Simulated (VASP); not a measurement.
# BaZrP (P4/mmm) in VASP: notebook, part 2 of 2

VASP 6.6.1. Earlier steps stand in the parts before.

## Step 3: Relaxation of cell and atoms, PBE (random cell by space group and Wyckoff sites (P4/mmm, No. 123))

Input file INCAR:

```
ALGO     = Normal         # electronic algorithm
EDIFF    = 1E-6           # SCF threshold, eV
EDIFFG   = -0.04          # ionic threshold
ENCUT    = 600            # plane-wave cutoff, eV
GGA      = PE             # functional
IBRION   = 2              # ionic algorithm
ISIF     = 3              # what is computed and relaxed
ISMEAR   = 0              # smearing method
LASPH    = True           # aspherical terms in the spheres
LCHARG   = False          # write CHGCAR
LREAL    = False          # projectors in reciprocal space
LWAVE    = False          # write WAVECAR
NELM     = 80             # most SCF steps
NSW      = 90             # ionic steps
PREC     = Accurate       # precision mode
SIGMA    = 0.1            # smearing width, eV
```

Input file KPOINTS:

```
k-points
0
Gamma
  4 4 4
```

Input file POSCAR:

```
BaZrP
1.0
    3.9001214200      0.0000000000      0.0000000000
    0.0000000000      3.9001214200      0.0000000000
    0.0000000000      0.0000000000      5.0167565500
Ba Zr P
1 1 1
Direct
    0.5000000000      0.5000000000      0.0000000000
    0.0000000000      0.0000000000      0.0000000000
    0.0000000000      0.0000000000      0.5000000000
```

Potentials or basis: VASP PAW PBE potentials, release 64 (Ba_sv, Zr_sv, P).

Run with:

```
$ cat potpaw_PBE.64/Ba_sv/POTCAR potpaw_PBE.64/Zr_sv/POTCAR potpaw_PBE.64/P/POTCAR > POTCAR
$ mpirun -np 1 vasp_std > vasp.out
```

OUTCAR:

```text
EDIFF = 1E-6
   EDIFFG = -0.04
   ENCUT = 600
   GGA = PE
   IBRION = 2
   ISIF = 3
   ISMEAR = 0
   LASPH = True
   LREAL = False
   NELM = 80
   NSW = 90
   PREC = Accurate

 ion  position               nearest neighbor table
   1  0.500  0.500  0.000-   2 2.76   2 2.76   2 2.76   2 2.76   3 3.73   3 3.73   3 3.73   3 3.73
                             3 3.73   3 3.73   3 3.73   3 3.73
   2  0.000  0.000  0.000-   3 2.51   3 2.51   1 2.76   1 2.76   1 2.76   1 2.76
   3  0.000  0.000  0.500-   2 2.51   2 2.51   1 3.73   1 3.73   1 3.73   1 3.73   1 3.73   1 3.73
                             1 3.73   1 3.73

  LATTYP: Found a simple tetragonal cell.
 ALAT       =     3.9001214200
 C/A-ratio  =     1.2863077863

  Lattice vectors:

 A1 = (   3.9001214200,   0.0000000000,   0.0000000000)
 A2 = (   0.0000000000,   3.9001214200,   0.0000000000)
 A3 = (   0.0000000000,   0.0000000000,   5.0167565500)

Analysis of symmetry for initial positions (statically):
=====================================================================
 Subroutine PRICEL returns:
[... 216 lines left out ...]
  band No.  band energies     occupation
      1     -45.2054      2.00000
      2     -24.4364      2.00000
      3     -23.4190      2.00000
      4     -23.4190      2.00000
      5     -23.1772      2.00000
      6      -9.6337      2.00000
[... 607 lines left out ...]
--------------------------------------- Ionic step        9  -------------------------------------------

 number of electron      27.0000002 magnetization

 Free energy of the ion-electron system (eV)
  ---------------------------------------------------
  ext. energy  EPLUGINS =         0.00000000
  ---------------------------------------------------
  free energy    TOTEN  =       -14.90580116 eV

  energy without entropy =      -14.88293703  energy(sigma->0) =      -14.89436909

 E-fermi :   2.8574     XC(G=0):  -8.1855

 val. band max:        2.8457075770   @ k =   0.5000   0.0000   0.0000
 cond. band min:       2.8601117183   @ k =   0.5000   0.5000   0.2500
 fundamental gap:      0.0144041413
 Fermi energy:         2.8574477123

 k-point     1 :       0.0000    0.0000    0.0000
  band No.  band energies     occupation
      1     -46.2493      2.00000
      2     -25.4003      2.00000
      3     -24.4126      2.00000
      4     -24.4126      2.00000
      5     -24.1417      2.00000
      6     -10.6184      2.00000
[... 379 lines left out ...]
  FREE ENERGIE OF THE ION-ELECTRON SYSTEM (eV)
  ---------------------------------------------------
  free  energy   TOTEN  =       -14.9058011627 eV

  energy  without entropy=      -14.8829370252  energy(sigma->0) =      -14.89436909

 reached required accuracy - stopping structural energy minimisation
```

OSZICAR:

```text
N       E                     dE             d eps       ncg     rms          rms(c)
DAV:   1     0.237107965441E+03    0.23711E+03   -0.14412E+04   612   0.161E+03
DAV:   2     0.198384709834E+01   -0.23512E+03   -0.23213E+03   736   0.351E+02
DAV:   3    -0.127716304667E+02   -0.14755E+02   -0.13999E+02  1041   0.791E+01
DAV:   4    -0.135397483745E+02   -0.76812E+00   -0.76248E+00   871   0.148E+01
[... 95 lines left out ...]
DAV:   4    -0.149057281665E+02   -0.55463E-04   -0.33921E-03   796   0.314E-01    0.760E-02
DAV:   5    -0.149057451996E+02   -0.17033E-04   -0.98058E-04   936   0.191E-01    0.751E-02
DAV:   6    -0.149057985078E+02   -0.53308E-04   -0.93070E-05   956   0.553E-02    0.396E-02
DAV:   7    -0.149058020411E+02   -0.35334E-05   -0.45786E-05   838   0.378E-02    0.806E-03
DAV:   8    -0.149058011627E+02    0.87845E-06   -0.19936E-06   567   0.987E-03
   9 F= -.14905801E+02 E0= -.14894369E+02  d E =-.310959E-02
```

Run time: 79 s. Hardware: 1 thread of Intel Xeon 6975P-C (Granite Rapids), shared host; peak memory 0.22 GiB.

What came out:

```yaml
Free_energy: -14.9058 eV
Relaxed_volume: 38.55 Å³/atom
Relaxed_cell: a = 4.826 Å, b = 4.826 Å, c = 4.966 Å, α = 90.00°, β = 90.00°, γ = 90.00°
Space_group_after_relaxing_to_0.05_Å: P4/mmm (No. 123)
Energy_gained_by_relaxing: 620.6 meV/atom
Ionic_steps: 9
Pressure_after_relaxing: 0.0 GPa
Band_gap_on_the_k_mesh: none (metal or under the smearing width)
```

Step by step:
| step | energy change (eV) | largest force (eV/Å) | pressure (GPa) | volume (Å³) |
| --- | --- | --- | --- | --- |
| 1 | 0.0000 | 0.0000 | 13.42 | 76.31 |
| 2 | -1.7461 | 0.0000 | 3.08 | 101.20 |
| 3 | -1.7860 | 0.0000 | 2.86 | 108.20 |
| 4 | -1.6933 | 0.0000 | -2.96 | 122.84 |
| 5 | -1.8586 | 0.0000 | 0.09 | 113.74 |
| 6 | -1.8587 | 0.0000 | 0.17 | 113.55 |
| 7 | -1.8587 | 0.0000 | 0.22 | 113.45 |
| 8 | -1.8608 | 0.0000 | 0.13 | 114.45 |
| 9 | -1.8618 | 0.0000 | 0.05 | 115.64 |

Final structure:
```
CELL_PARAMETERS angstrom
4.82565 0.00000 0.00000
0.00000 4.82565 0.00000
0.00000 0.00000 4.96587
ATOMIC_POSITIONS crystal
Ba 0.50000 0.50000 0.00000
Zr 0.00000 0.00000 0.00000
P 0.00000 0.00000 0.50000
```

Caveat: the k mesh is coarse (spacing up to 0.40 Å⁻¹), so the values aren't converged; the volume moved by over 15 % at a fixed basis, so the end points are rough. The run has no spin-orbit coupling, so splittings on Ba are missing.

## Step 4: Single point, PBE (random cell by space group and Wyckoff sites (P4/mmm, No. 123))

Input file INCAR:

```
PREC = Accurate
ENCUT = 520
EDIFF = 1E-7
ISMEAR = 0
SIGMA = 0.1
LREAL = False
LASPH = True
NELM = 60
ALGO = Normal
ISIF = 2
LWAVE = False
LCHARG = False
GGA = PE
NBANDS = 20
```

Input file KPOINTS:

```
regular mesh
0
Gamma
  4 4 4
```

POSCAR is that of step 3.

Potentials or basis: VASP PAW PBE potentials, release 64 (Ba_sv, Zr_sv, P).

Run with:

```
$ cat potpaw_PBE.64/Ba_sv/POTCAR potpaw_PBE.64/Zr_sv/POTCAR potpaw_PBE.64/P/POTCAR > POTCAR
$ mpirun -np 1 vasp_std > vasp.out
```

OUTCAR:

```text
PREC = Accurate
   ENCUT = 520
   EDIFF = 1E-7
   ISMEAR = 0
   LREAL = False
   LASPH = True
   NELM = 60
   ISIF = 2
   GGA = PE

 ion  position               nearest neighbor table
   1  0.500  0.500  0.000-   2 2.76   2 2.76   2 2.76   2 2.76   3 3.73   3 3.73   3 3.73   3 3.73
                             3 3.73   3 3.73   3 3.73   3 3.73
   2  0.000  0.000  0.000-   3 2.51   3 2.51   1 2.76   1 2.76   1 2.76   1 2.76
   3  0.000  0.000  0.500-   2 2.51   2 2.51   1 3.73   1 3.73   1 3.73   1 3.73   1 3.73   1 3.73
                             1 3.73   1 3.73

  LATTYP: Found a simple tetragonal cell.
 ALAT       =     3.9001214200
 C/A-ratio  =     1.2863077863

  Lattice vectors:

 A1 = (   3.9001214200,   0.0000000000,   0.0000000000)
 A2 = (   0.0000000000,   3.9001214200,   0.0000000000)
 A3 = (   0.0000000000,   0.0000000000,   5.0167565500)

Analysis of symmetry for initial positions (statically):
=====================================================================
 Subroutine PRICEL returns:
 Original cell was already a primitive cell.

 Routine SETGRP: Setting up the symmetry group for a
 simple tetragonal supercell.

 Subroutine GETGRP returns: Found 16 space group operations
 (whereof 16 operations were pure point group operations)
 out of a pool of 16 trial point group operations.

The static configuration has the point symmetry D_4h.

Analysis of symmetry for dynamics (positions and initial velocities):
=====================================================================
 Subroutine PRICEL returns:
 Original cell was already a primitive cell.

 Routine SETGRP: Setting up the symmetry group for a
 simple tetragonal supercell.

 Subroutine GETGRP returns: Found 16 space group operations
 (whereof 16 operations were pure point group operations)
 out of a pool of 16 trial point group operations.

The dynamic configuration has the point symmetry D_4h.

 Subroutine INISYM returns: Found 16 space group operations
 (whereof 16 operations are pure point group operations),
 and found     1 'primitive' translations

----------------------------------------------------------------------------------------

                                     Primitive cell

  volume of cell :      76.3096

  direct lattice vectors                    reciprocal lattice vectors
     3.900121420  0.000000000  0.000000000     0.256402274  0.000000000  0.000000000
     0.000000000  3.900121420  0.000000000     0.000000000  0.256402274  0.000000000
     0.000000000  0.000000000  5.016756550     0.000000000  0.000000000  0.199331977

  length of vectors
     3.900121420  3.900121420  5.016756550     0.256402274  0.256402274  0.199331977

  position of ions in fractional coordinates (direct lattice)
     0.500000000  0.500000000  0.000000000
     0.000000000  0.000000000  0.000000000
     0.000000000  0.000000000  0.500000000

  ion indices of the primitive-cell ions
   primitive index   ion index
                 1           1
                 2           2
                 3           3

----------------------------------------------------------------------------------------

 KPOINTS: regular mesh

Automatic generation of k-mesh.
 Grid dimensions read from file:
 generate k-points for:    4    4    4

 Generating k-lattice:

  Cartesian coordinates                     Fractional coordinates (reciprocal lattice)
     0.064100568  0.000000000  0.000000000     0.250000000  0.000000000  0.000000000
     0.000000000  0.064100568  0.000000000     0.000000000  0.250000000  0.000000000
     0.000000000  0.000000000  0.049832994     0.000000000  0.000000000  0.250000000

  Length of vectors
     0.064100568  0.064100568  0.049832994

  Shift w.r.t. Gamma in fractional coordinates (k-lattice)
     0.000000000  0.000000000  0.000000000

 Subroutine IBZKPT returns following result:
 ===========================================

 Found     18 irreducible k-points:

 Following reciprocal coordinates:
            Coordinates               Weight
  0.000000  0.000000  0.000000      1.000000
  0.250000  0.000000  0.000000      4.000000
  0.500000  0.000000  0.000000      2.000000
  0.250000  0.250000  0.000000      4.000000
  0.500000  0.250000  0.000000      4.000000
  0.500000  0.500000  0.000000      1.000000
[... 10 lines left out ...]
  0.500000  0.250000  0.500000      4.000000
  0.500000  0.500000  0.500000      1.000000
   k-points           NKPTS =     18   k-points in BZ     NKDIM =     18   number of bands    NBANDS=     20
   number of dos      NEDOS =    301   number of ions     NIONS =      3
   total plane-waves  NPLWV =  36000
   dimension x,y,z NGX =    30 NGY =   30 NGZ =   40
   dimension x,y,z NGXF=    60 NGYF=   60 NGZF=   80
   ions per type =               1   1   1
   NGX,Y,Z   is equivalent  to a cutoff of  12.79, 12.79, 13.26 a.u.
   NGXF,Y,Z  is equivalent  to a cutoff of  25.58, 25.58, 26.51 a.u.
 SYSTEM =  unknown system
   PREC   = accura    normal or accurate (medium, high low for compatibility)
   ISTART =      0    job   : 0-new  1-cont  2-samecut
   ICHARG =      2    charge: 1-file 2-atom 10-const
   ISPIN  =      1    spin polarized calculation?
   LNONCOLLINEAR =      F non collinear calculations
   LSORBIT =      F    spin-orbit coupling
   LASPH  =      T    aspherical Exc in radial PAW
   ENCUT  =  520.0 eV  38.22 Ry    6.18 a.u.   7.25  7.25  9.33*2*pi/ulx,y,z
   NELM   =     60;   NELMIN=  2; NELMDL= -5     # of ELM steps
   EDIFF  = 0.1E-06   stopping-criterion for ELM
   LREAL  =      F    real-space projection
   EDIFFG = 0.1E-05   stopping-criterion for IOM
   NSW    =      0    number of steps for IOM
   IBRION =     -1    ionic relax: 0-MD 1-quasi-New 2-CG
   NFREE  =      0    steps in history (QN), initial steepest desc. (CG)
   ISIF   =      2    stress and relaxation
   ISYM   =      2    0-nonsym 1-usesym 2-fastsym
   POTIM  = 0.5000    time-step for ionic-motion
   TEBEG  =    0.0;   TEEND  =   0.0 temperature during run
   PSTRESS=    0.0 pullay stress
   NELECT =      27.0000    total number of electrons
   NUPDOWN=      -1.0000    fix difference up-down
   EMIN   =  10.00;   EMAX   =-10.00  energy-range for DOS
   EFERMI =   0.00;   METHOD = LEGACY
   ISMEAR =     0;   SIGMA  =   0.10  broadening in eV -4-tet -1-fermi 0-gaus
   EFERMI_NEDOS =   21; number of points for ismear=-14 and -15
   IALGO  =     38    algorithm
   IMIX   =      4    mixing-type and parameters
     AMIX     =   0.40;   BMIX     =  1.00
     AMIX_MAG =   1.60;   BMIX_MAG =  1.00
  volume/ion in A,a.u.               =      25.44       171.65
  Fermi-wavevector in a.u.,A,eV,Ry     =   1.157896  2.188107 18.241655  1.340724
  Thomas-Fermi vector in A             =   2.294503
   LORBIT       =      0    0 simple, 1 ext, 2 COOP (PROOUT), +10 PAW based schemes
   GGA     = PE    functional components
   LHFCALC =     F    Hartree Fock is set to
   AEXX    =    0.0000 exact exchange contribution
   IVDW    =     0    specifies the selected vdW correction
   LEPSILON=     F    determine dielectric tensor
   LRPA    =     F    only Hartree local field effects (RPA)
 non-spin polarized calculation
 Gauss-broadening in eV      SIGMA  =   0.10
  energy-cutoff  :      520.00
  volume of cell :       76.31
 maximum number of plane-waves:      2088
 NGX is ok and might be reduce to    30
   NGX = 15   NGY = 15   NGZ = 19

 number of electron      27.0000001 magnetization

 Free energy of the ion-electron system (eV)
  ---------------------------------------------------
  ext. energy  EPLUGINS =         0.00000000
  ---------------------------------------------------
  free energy    TOTEN  =       -13.04341339 eV

  energy without entropy =      -13.02098459  energy(sigma->0) =      -13.03219899

 E-fermi :   5.7625     XC(G=0):  -9.9151

 val. band max:        5.7554574617   @ k =   0.0000   0.0000   0.0000
 cond. band min:       5.7993864830   @ k =   0.2500   0.0000   0.0000
 fundamental gap:      0.0439290213
 Fermi energy:         5.7625454252

 k-point     1 :       0.0000    0.0000    0.0000
  band No.  band energies     occupation
      1     -42.9005      2.00000
      2     -22.4800      2.00000
      3     -21.3331      2.00000
      4     -21.3331      2.00000
      5     -20.9478      2.00000
      6      -7.4986      2.00000
[... 12 lines left out ...]
     19       9.7643      0.00000
[... 375 lines left out ...]
      4     -21.4763      2.00000
      5     -20.9404      2.00000
      6      -7.9042      2.00000
[... 12 lines left out ...]
     19      10.3039      0.00000
     20      10.3039      0.00000

------------------------ aborting loop because EDIFF is reached ----------------------------------------

  FORCE on cell =-STRESS in cart. coord.  units (eV):
  Direction    XX          YY          ZZ          XY          YZ          ZX
  --------------------------------------------------------------------------------------
  -------------------------------------------------------------------------------------
  Total       10.4948860     10.4948860     -1.8245039      0.0000000     -0.0000000      0.0000000
  in kB      220.3479557    220.3479557    -38.3068204      0.0000000     -0.0000000      0.0000000
  external PRESSURE =     134.1296970 kB  Pullay stress =       0.0000000 kB

 VOLUME and BASIS-vectors are now :
 -----------------------------------------------------------------------------
  energy-cutoff  :      520.00
  volume of cell :       76.31
      direct lattice vectors                 reciprocal lattice vectors
     3.900121420  0.000000000  0.000000000     0.256402274  0.000000000  0.000000000
     0.000000000  3.900121420  0.000000000     0.000000000  0.256402274  0.000000000
     0.000000000  0.000000000  5.016756550     0.000000000  0.000000000  0.199331977

 POSITION                                       TOTAL-FORCE (eV/Angst)
 -----------------------------------------------------------------------------------
      1.95006      1.95006      0.00000         0.000000      0.000000      0.000000
      0.00000      0.00000      0.00000         0.000000      0.000000      0.000000
      0.00000      0.00000      2.50838         0.000000      0.000000      0.000000
 -----------------------------------------------------------------------------------
    total drift:                                0.000000      0.000000      0.000000

  FREE ENERGIE OF THE ION-ELECTRON SYSTEM (eV)
  ---------------------------------------------------
  free  energy   TOTEN  =       -13.0434133911 eV

  energy  without entropy=      -13.0209845943  energy(sigma->0) =      -13.03219899
```

OSZICAR:

```text
N       E                     dE             d eps       ncg     rms          rms(c)
DAV:   1     0.209311290085E+03    0.20931E+03   -0.13172E+04   720   0.123E+03
DAV:   2     0.353725089167E+00   -0.20896E+03   -0.20313E+03   868   0.299E+02
DAV:   3    -0.130404478410E+02   -0.13394E+02   -0.12689E+02  1240   0.658E+01
DAV:   4    -0.135442746785E+02   -0.50383E+00   -0.50080E+00   988   0.103E+01
DAV:   5    -0.135538501584E+02   -0.95755E-02   -0.95673E-02  1080   0.129E+00    0.196E+01
DAV:   6    -0.131659458692E+02    0.38790E+00   -0.34569E-01   892   0.382E+00    0.103E+01
DAV:   7    -0.130396926592E+02    0.12625E+00   -0.45434E-01  1076   0.415E+00    0.109E+00
DAV:   8    -0.130412038014E+02   -0.15111E-02   -0.23467E-02   916   0.917E-01    0.631E-01
DAV:   9    -0.130432336250E+02   -0.20298E-02   -0.73305E-03  1000   0.547E-01    0.139E-01
DAV:  10    -0.130432115171E+02    0.22108E-04   -0.11389E-03   896   0.149E-01    0.531E-02
DAV:  11    -0.130434064789E+02   -0.19496E-03   -0.26746E-04   840   0.930E-02    0.351E-02
DAV:  12    -0.130434126655E+02   -0.61866E-05   -0.50326E-05   896   0.402E-02    0.811E-03
DAV:  13    -0.130434130848E+02   -0.41935E-06   -0.19788E-06  1088   0.796E-03    0.312E-03
DAV:  14    -0.130434134254E+02   -0.34058E-06   -0.80392E-07   840   0.493E-03    0.893E-04
DAV:  15    -0.130434133911E+02    0.34234E-07   -0.59493E-08   680   0.149E-03
   1 F= -.13043413E+02 E0= -.13032199E+02  d E =-.224288E-01
```

stdout:

```text
POSCAR found type information on POSCAR BaZrP
 POSCAR found :  3 types and       3 ions
 scaLAPACK will be used
 LDA part: xc-table for (Slater+PW92), standard interpolation
 POSCAR, INCAR and KPOINTS ok, starting setup
 FFT: planning ... GRIDC
 FFT: planning ... GRID_SOFT
 FFT: planning ... GRID
 WAVECAR not read
 entering main loop
```

Wall time 15 s (1 thread of Intel Xeon 6975P-C (Granite Rapids), shared host); peak memory 0.19 GiB.

Results:

```yaml
Free_energy: -13.0434 eV
Pressure: 13.4 GPa
Band_gap_on_the_k_mesh: none (metal or under the smearing width)
```

Levels at points of the mesh, in eV from the Fermi level:
| k point | band 12 | band 13 | band 14 | band 15 | band 16 | band 17 |
| --- | --- | --- | --- | --- | --- | --- |
| (0.00, 0.00, 0.00) | -1.49 | -1.15 | -0.03 | -0.03 | -0.01 | -0.01 |
| (0.50, 0.00, 0.00) | 0.07 | 0.19 | 0.51 | 0.79 | 0.86 | 3.05 |
| (0.50, 0.50, 0.00) | -1.86 | -1.86 | -0.66 | -0.58 | 0.39 | 1.88 |
| (0.00, 0.00, 0.50) | -1.81 | -1.81 | -1.76 | -1.42 | 3.44 | 3.44 |
| (0.50, 0.00, 0.50) | -1.13 | 0.11 | 0.58 | 1.72 | 2.65 | 3.20 |
| (0.50, 0.50, 0.50) | -3.46 | -0.65 | 0.42 | 2.16 | 2.29 | 2.29 |

Caveat: the k mesh is coarse (spacing up to 0.40 Å⁻¹), so the values aren't converged. The run has no spin-orbit coupling, so splittings on Ba are missing.

## Step 5: The runs side by side

```csv
task,cell,cutoff (eV),mesh quality,gap on the mesh (eV),pressure (GPa)
single point,"random cell by space group and Wyckoff sites (P4/mmm, No. 123)",520,not flagged,none,0.3
relaxation of cell and atoms,"relaxed from: random cell by space group and Wyckoff sites (P4/mmm, No. 123)",600,coarse,none,0.0
single point,"random cell by space group and Wyckoff sites (P4/mmm, No. 123)",520,coarse,none,13.4
```

Alike in all rows: level PBE; potentials or basis VASP PAW PBE potentials, release 64 (Ba_sv, Zr_sv, P); no spin polarisation; k mesh 4 × 4 × 4; smearing gaussian 0.1 eV.

Caveats: some runs use coarse meshes; the volume moved by over 15 % at a fixed basis, so the end points are rough (some runs).

Total energies depend on the potentials used, so only differences within one code and one set of settings carry meaning.
